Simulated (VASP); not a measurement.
Energy against volume of In (bct). All values below come from rev-vdW-DF2, VASP's PBE PAW potentials (set 64) (plane waves; VASP). Settings: 520 eV cut-off, 16×16×16 Γ-centred mesh, first-order Methfessel-Paxton smearing of 0.10 eV, potentials In_d.

Shape and ions are relaxed at each volume.

```csv
V (Å³/atom),E (eV/atom)
25.133,0.23327
25.935,0.22277
26.737,0.21916
27.539,0.22122
```

Q: Fit these four points and predict the energy of the run at 28.341 Å³/atom.

A: A cubic in V^(−2/3), the third-order Birch-Murnaghan form, passes through the four points with V0 = 26.82 Å³/atom and B0 = 37 GPa, and gives 0.2279 eV/atom there. The run gave 0.2280 eV/atom, +0.0 meV/atom from the fit; all five points give B0 = 37 GPa.

The compound is In in the bct structure. It was relaxed first.
